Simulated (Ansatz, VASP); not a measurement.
# NaSc in two plane-wave programs

Wanted: the spread between two codes on one cell, functional and k mesh. The cell is generated by rule, not measured, and may not be a known phase. The cell is taken from a series of VASP runs on this material, whose earlier steps may have relaxed, scaled or displaced it; both programs get it as it stands.

Method: plane waves, with VASP 6.6.1 beside it; single point at PBE, in Ansatz 0.2.0.

## 1. The structure

The structure is trigonal, space group R-3m (No. 166). Conventional cell: a = 3.251 Å, b = 3.251 Å, c = 18.278 Å, α = 90.00°, β = 90.00°, γ = 120.00°. Na has 6 Na at 3.25 Å and 6 Sc at 3.58 Å nearest. Nearest to Sc lie 6 Sc at 3.25 Å and 6 Na at 3.58 Å. Farther neighbours are not listed.

As a file:

```cif
data_structure
_symmetry_space_group_name_H-M 'R-3m:H'
_symmetry_Int_Tables_number 166
_cell_length_a 3.2510
_cell_length_b 3.2510
_cell_length_c 18.2777
_cell_angle_alpha 90.000
_cell_angle_beta 90.000
_cell_angle_gamma 120.000
_cell_volume 167.30
loop_
_atom_site_label
_atom_site_type_symbol
_atom_site_symmetry_multiplicity
_atom_site_Wyckoff_symbol
_atom_site_fract_x
_atom_site_fract_y
_atom_site_fract_z
_atom_site_occupancy
Na1 Na 3 b 0.33333 0.66667 0.16667 1
Sc1 Sc 3 a 0.00000 0.00000 0.00000 1
```

## 2. Ansatz: single point, PBE

Ansatz runs on its default PAW (the set named soft_2) files.

With cell and atoms fixed, the geometry can't cause a difference; cores, projectors, grids and the points listed under the comparison can.

The input, input.yaml:

```yaml
crystal:
  lattice:
    - [1.6255218043, 0.9384954484, 6.0925641935]
    - [-1.6255218043, 0.9384954484, 6.0925641935]
    - [0.0, -1.8769908969, 6.0925641935]
  atoms:
    - { symbol: Na, position: [0.5, 0.5, 0.5] }
    - { symbol: Sc, position: [0.0, 0.0, 0.0] }
hamiltonian:
  xc: pbe
  pseudopotentials: { kind: paw }
kpoints:
  mp_grid: { grid: [8, 8, 8] }
scf:
  occupations: { method: fermi_dirac, width: 0.05 }
  n_extra_bands: 4
output:
  forces: true
  stress: true
  eigenvalues: true
```

Started as:

```console
> ansatz run input.yaml --threads 2 --pin off --max-ram 4608MiB --backend cpu --events-out ev --progress --plain --runs-dir out
```

Numbers of over 12 decimals in the logs are rounded to 6 here.

The program printed:

```text
basis.fft_grid_basis auto: the FFT boxes are laid along the combinations [[1, 0, -1], [0, 1, -1], [0, 0, 1]] of the cell's own vectors, 3.251, 3.251 and 6.375 Å long. The dense box has 24×24×45 points. Along the cell's own vectors, as sized, it would have 45×45×45, 3.52 times as many. Of the 12 symmetry operations that the crystal satisfies within crystal.symmetry.tolerance (time reversal apart; of a slab, those that [...]
scf.n_extra_bands = 4 over 10 filled bands (N_el = 20.0): the run solves 14 bands
Engine: ansatz 0.2.0, x86_64-unknown-linux-gnu
Pseudopotentials: kind: paw
Pseudopotential: Na, paw, valence charge 9, recommended cutoff 420 eV (normal), Na.paw.azcp
Pseudopotential: Sc, paw, valence charge 11, recommended cutoff 420 eV (normal), Sc.paw.azcp
Functional definition: PBE
  parameter kappa = 0.804
  parameter beta = 0.066725
  exchange = pbe_x(kappa = kappa, mu = beta*pi^2/3)
  correlation = pbe_c(beta = beta)
Crystal: 2 atoms, lattice volume = 55.767 Å³
Basis set: ecut = 420 eV, 1113 PW (Γ), FFT grids on a1−a3, a2−a3, a3, exchange–correlation on 48×48×90 points (8 copies of the dense FFT grid, shifted against one another)
Bands: 14, of which v1, the nominal top of the filled ones, is band 10 counted from 1 (9 counted from 0)
Symmetry: 12 space group operations
Space group: R-3m (ITA 166), of the structure as read, at distance tolerance 3.8e-5 Å
k-points: 65 of 512
Non-local potential: Na, projectors of the file, l = 0: 3, l = 1: 2, l = 2: 1
Non-local potential: Sc, projectors of the file, l = 0: 3, l = 1: 2, l = 2: 3, l = 3: 1
PAW form: soft (Blöchl's): semilocal exchange-correlation on the pseudo side does not see the compensation charge
PAW one-centre angular grid: Na, 110 points (default); XC on 64 Gauss nodes
PAW one-centre angular grid: Sc, 590 points (default); XC on 64 Gauss nodes
Initial density: superposition of atomic densities (neutral atoms: chi_scale 0, normalization atom), corrected by the library's trained network
Initial wavefunctions: pseudopotential atomic-orbital guess
Functional: x = pbe(κ = 0.804, μ = 0.219515), c = pbe(β = 0.066725)
SCF iter   1: F=—  HF=-3621.534124 eV  |F-HF|=—  |Δ(HF+E_count)|=         —  Δρ=3.55e-3  dr2=5.71e-3  ethr=1.77e-3  ⟨swp⟩=4.2  Hψ=4103  notcnv=0
preconditioner: auto → Kerker (q_TF=auto, 2.300 Å⁻¹)  [metal: Δε(μ)=0.090 eV  Ē_g=2.734 eV  σ=0.050 eV  W_gap=0.39  n_scr=10 (ndim 8)  ℏωp=9.9 eV  f_vac=0.000  D(μ)=2.58/eV (n_scr^D=28)]
SCF iter   2: F=—  HF=-3621.533511 eV  |F-HF|=—  |Δ(HF+E_count)|=   6.12e-4  Δρ=1.93e-3  dr2=1.90e-3  ethr=2.86e-5  ⟨swp⟩=1.0  Hψ=1430  notcnv=0
SCF iter   3: F=—  HF=-3621.533544 eV  |F-HF|=—  |Δ(HF+E_count)|=   3.30e-5  Δρ=3.59e-4  dr2=8.43e-5  ethr=9.50e-6  ⟨swp⟩=2.0  Hψ=1046  notcnv=0
SCF iter   4: F=—  HF=-3621.533555 eV  |F-HF|=—  |Δ(HF+E_count)|=   1.01e-5  Δρ=1.15e-4  dr2=1.13e-5  ethr=4.22e-7  ⟨swp⟩=2.8  Hψ=1564  notcnv=0
SCF iter   5: F=—  HF=-3621.533554 eV  |F-HF|=—  |Δ(HF+E_count)|=   9.46e-7  Δρ=4.14e-5  dr2=2.31e-6  ethr=5.67e-8  ⟨swp⟩=2.0  Hψ=1313  notcnv=0
SCF iter   6: F=—  HF=-3621.533553 eV  |F-HF|=—  |Δ(HF+E_count)|=   3.37e-7  Δρ=1.16e-5  dr2=2.39e-7  ethr=1.15e-8  ⟨swp⟩=2.0  Hψ=1058  notcnv=0
SCF iter   7: F=-3621.533553 eV  HF=-3621.533553 eV  |F-HF|=1.57e-8  |Δ(HF+E_count)|=   2.18e-8  Δρ=6.14e-6  dr2=2.62e-8  ethr=5.00e-10  ⟨swp⟩=4.6  Hψ=3502  notcnv=0
SCF 1 converged in 7 iterations: F = -3621.533553 eV  dr2 = 2.62e-8
  greatest PAW one-centre occupation: 0.999 electrons in one spin orbital (limit 2), on the Na atom at site 0 (counted from 0), in its partial waves of l = 0
SCF converged after 7 iterations
Free energy (F): -3621.533553 eV
Harris-Foulkes:  -3621.533553 eV  (|F-HF|=1.57e-8)
Internal energy: -3621.511102 eV  (E = F + TS)
E sigma→0 (E₀):  -3621.522328 eV
Entropy (-TS):   -0.022451 eV (-11.226 meV/atom)
Fermi energy:    5.484581 eV
--- Per-component energies (eV) ---
  E_band       = -416.978350
  E_kinetic    = 379.721659
  E_local      = -2275.358637  (includes V_loc(G=0)·N_el)
  E_nonlocal   = 199.344015
  E_hartree    = 806.400251
  E_xc         = -141.983323
  E_vxc        = -177.472937  (∫ρ·V_xc dr)
  E_paw        = -1218.736549  (= ΣΔE_a)
  E_vpaw       = -156.019844  (= ΣTr[D̂ρ^β])
  E_aug_tail   = -0.000027  (compensation charges beyond the density's cutoff)
  E_ewald      = -1370.898491
  E_smearing   = -0.022451  (= −TS)
  E_closure    = -0.000000  (closes the sum)
  Σ components = -3621.533553   (vs F -3621.533553, Δ=0.00e0)
--- Forces (eV/Å), atoms counted from 1 ---
  atom   1  Na    -0.00000000     0.00000000     0.00000000
  atom   2  Sc    -0.00000000     0.00000000    -0.00000000
  max |Σ_I F_I| component: 1.07e-30 eV/Å
--- Stress (GPa, compression-positive) ---
        0.139898      -0.000000       0.000000
       -0.000000       0.139898      -0.000000
       -0.000000      -0.000000       0.236032
  P = ⅓ Tr σ = 0.1719 GPa (1.719 kbar)
--- Band table (eV; the first three rows and the last of 65) ---
  k-point 0: bands = [... 6 lower, -18.7846, -18.7769, 1.0185, 4.2815, 5.1479, 6.9042, 6.9042, 8.1390]
  k-point 1: bands = [... 6 lower, -18.7883, -18.7745, 1.3643, 4.5225, 5.2250, 6.6472, 7.1450, 8.0693]
  k-point 2: bands = [... 6 lower, -18.7971, -18.7686, 2.3357, 4.9551, 5.5199, 6.2386, 7.7932, 7.9066]
  k-point 64: bands = [... 6 lower, -18.7846, -18.7779, 1.6226, 2.7057, 5.7226, 6.9050, 6.9050, 8.1451]
```

The job ended after 0.71 s (2 threads of Intel Xeon 6975P-C (Granite Rapids), shared host; peak memory 0.41 GiB; 1.3 s of CPU time).

The run ends at a pressure of 0.17 GPa.

## 3. VASP: single point, PBE

The same cell, functional, mesh and smearing now go to VASP, with its own data sets and cutoff.

Lines of VASP's logs that name or quote its potential files are left out, and so is its time.

The input, INCAR:

```
SYSTEM = NaSc
PREC = Accurate
ENCUT = 400
EDIFF = 1E-06
NELM = 100
ISMEAR = -1
SIGMA = 0.05
LREAL = .FALSE.
ALGO = Normal
GGA = PE
LORBIT = 11
LWAVE = .FALSE.
LCHARG = .TRUE.
ISIF = 2
LELF = .TRUE.
LVHAR = .TRUE.
```

The input, POSCAR:

```
NaSc
1.0
    1.6255218043      0.9384954484      6.0925641935
   -1.6255218043      0.9384954484      6.0925641935
    0.0000000000     -1.8769908969      6.0925641935
Na Sc
1 1
Direct
    0.5000000000      0.5000000000      0.5000000000
    0.0000000000      0.0000000000      0.0000000000
```

The input, KPOINTS:

```
Automatic mesh
0
Gamma
8 8 8
0 0 0
```

Potentials, in the order of the species: Na_pv and Sc_sv (PBE family, release 64).

Started as:

```console
> mpirun -np 1 vasp_std
```

The program printed:

```text
[banner, memory and clock lines left out]
running    1 mpi-ranks, on    1 nodes
 distrk:  each k-point on    1 cores,    1 groups
 distr:  one band on    1 cores,    1 groups

 POSCAR found type information on POSCAR NaSc
 POSCAR found :  2 types and       2 ions
 LDA part: xc-table for (Slater+PW92), standard interpolation
 POSCAR, INCAR and KPOINTS ok, starting setup
 FFT: planning ... GRIDC
 FFT: planning ... GRID_SOFT
 FFT: planning ... GRID
 WAVECAR not read
 entering main loop
       N       E                     dE             d eps       ncg     rms          rms(c)
DAV:   1     0.140259451355E+03    0.14026E+03   -0.79880E+03  1711   0.121E+03
DAV:   2    -0.159184016945E+01   -0.14185E+03   -0.14048E+03  1695   0.444E+02
DAV:   3    -0.741379931519E+01   -0.58220E+01   -0.56908E+01  2330   0.956E+01
DAV:   4    -0.760800518668E+01   -0.19421E+00   -0.17804E+00  2075   0.178E+01
DAV:   5    -0.761558103529E+01   -0.75758E-02   -0.75627E-02  2562   0.320E+00    0.471E+00
DAV:   6    -0.695310071223E+01    0.66248E+00   -0.29866E+00  2395   0.156E+01    0.125E+00
DAV:   7    -0.689337385594E+01    0.59727E-01   -0.96169E-02  1973   0.256E+00    0.723E-01
DAV:   8    -0.687079985086E+01    0.22574E-01   -0.52083E-02  2313   0.207E+00    0.273E-01
DAV:   9    -0.687021750172E+01    0.58235E-03   -0.33390E-03  2257   0.721E-01    0.395E-02
DAV:  10    -0.687020483592E+01    0.12666E-04   -0.43040E-04  2115   0.193E-01    0.158E-02
DAV:  11    -0.687020362814E+01    0.12078E-05   -0.35994E-05  2375   0.498E-02    0.449E-03
DAV:  12    -0.687020364342E+01   -0.15285E-07   -0.35551E-06  1984   0.165E-02
   1 F= -.68702036E+01 E0= -.68589828E+01  d E =-.224417E-01
```

OUTCAR, selected parts (step 3):

```text
ion  position               nearest neighbor table
   1  0.500  0.500  0.500-
   2  0.000  0.000  0.000-

  LATTYP: Found a trigonal (rhomboedric) cell.
 ALAT       =     6.3751418255
 COS(alpha) =     0.8699722969

 Subroutine GETGRP returns: Found 12 space group operations
 (whereof 12 operations were pure point group operations)

The static configuration has the point symmetry D_3d.

 Found     65 irreducible k-points:

   k-points           NKPTS =     65   k-points in BZ     NKDIM =     65   number of bands    NBANDS=     13

   dimension x,y,z NGX =    42 NGY =   42 NGZ =   42
   dimension x,y,z NGXF=    84 NGYF=   84 NGZF=   84

   ENCUT  =  400.0 eV  29.40 Ry    5.42 a.u.  10.40 10.40 10.40*2*pi/ulx,y,z

   NELECT =      18.0000    total number of electrons

 k-points in reciprocal lattice and weights: Automatic mesh
   0.00000000  0.00000000  0.00000000       0.002
   0.12500000  0.00000000 -0.00000000       0.012
   0.25000000  0.00000000 -0.00000000       0.012
   0.37500000  0.00000000  0.00000000       0.012
   0.50000000  0.00000000 -0.00000000       0.006
   0.12500000  0.12500000 -0.00000000       0.012
   0.25000000  0.12500000  0.00000000       0.023
   0.37500000  0.12500000 -0.00000000       0.023
   0.50000000  0.12500000 -0.00000000       0.023
[...]
-0.37500000  0.50000000  0.37500000       0.012
   0.50000000  0.50000000  0.50000000       0.002

 average (electrostatic) potential at core
       1 -47.9997       2 -49.4093

 E-fermi :   2.0827

 k-point     1 :       0.0000    0.0000    0.0000
  band No.  band energies     occupation
    ...
      6     -22.1845      2.00000
      7     -22.1721      2.00000
      8      -2.3892      2.00000
      9       0.8753      2.00000
     10       1.7491      1.99747
     11       3.5023      0.00000
     12       3.5023      0.00000
     13       4.7362      0.00000

 k-point     2 :       0.1250    0.0000   -0.0000
  band No.  band energies     occupation
    ...
      6     -22.1882      2.00000
      7     -22.1696      2.00000
      8      -2.0424      2.00000
      9       1.1175      2.00000
     10       1.8251      1.98850
     11       3.2459      0.00000
     12       3.7435      0.00000
     13       4.6670      0.00000

 k-point     3 :       0.2500    0.0000   -0.0000
  band No.  band energies     occupation
    ...
      6     -22.1971      2.00000
      7     -22.1637      2.00000
      8      -1.0688      2.00000
      9       1.5529      1.99995
     10       2.1171      0.66910
     11       2.8378      0.00000
     12       4.3923      0.00000
     13       4.5035      0.00000

  Total        0.0119806      0.0119806      0.0360085     -0.0000000     -0.0000000     -0.0000000
  in kB        0.3442020      0.3442020      1.0345206     -0.0000000     -0.0000000     -0.0000000
  external PRESSURE =       0.5743082 kB  Pullay stress =       0.0000000 kB

  energy-cutoff  :      400.00
  volume of cell :       55.77
      direct lattice vectors                 reciprocal lattice vectors
     1.625521804  0.938495448  6.092564194     0.307593536  0.177589211  0.054711501
    -1.625521804  0.938495448  6.092564194    -0.307593536  0.177589211  0.054711501
     0.000000000 -1.876990897  6.092564194     0.000000000 -0.355178423  0.054711501

 POSITION                                       TOTAL-FORCE (eV/Angst)
 -----------------------------------------------------------------------------------
      0.00000     -0.00000      9.13885        -0.000000     -0.000000      0.000000
      0.00000      0.00000      0.00000         0.000000      0.000000     -0.000000
 -----------------------------------------------------------------------------------
    total drift:                                0.000000      0.000000      0.000000

  FREE ENERGIE OF THE ION-ELECTRON SYSTEM (eV)
  ---------------------------------------------------
  free  energy   TOTEN  =        -6.8702036434 eV

  energy  without entropy=       -6.8477619728  energy(sigma->0) =       -6.85898281

 total charge
# of ion       s       p       d       tot
------------------------------------------
    1        0.116   5.980   0.000   6.097
    2        2.275   6.057   0.981   9.313
--------------------------------------------------
tot          2.392  12.037   0.981  15.410

[... 3 further parts left out ...]
```

The k-mesh is coarse for a metal.

The run ends at a pressure of 0.06 GPa.

## 4. Side by side

Known differences besides the potentials themselves: the data sets hold 20 valence electrons in Ansatz (default PAW (the set named soft_2) files) and 18 in VASP; the cutoff is 420 eV in Ansatz and 400 eV in VASP; VASP leaves aspherical gradient terms in its spheres out (LASPH is not set), Ansatz keeps them. Total energies have different zeros and are not compared.

The two programs side by side:

```csv
quantity,Ansatz,VASP,difference
pressure (GPa),0.17,0.06,+0.11
```

## 5. What came out

```yaml
difference_in_pressure_single_point_pbe: 0.11 GPa
```

What this shows: The difference in pressure is 0.11 GPa (single point, PBE), within the 1 GPa picked in this series as the mark of a large difference. Such differences can come from data sets, numerical settings and the points named under the comparisons, not from the functional's error against experiment.

[Lines on the potential files, build, host, timing and source positions are cut from VASP's logs without a mark.]

[Logs are printed without paths, hosts, clocks, repeated set-up lines and the standing remarks that a program may print on its own settings, such as how far it seeks lower states.]

[Hosts, paths, dates, database ids (printed as entryN), source tags and the programs' standing remarks are cut or masked in the printed files.]
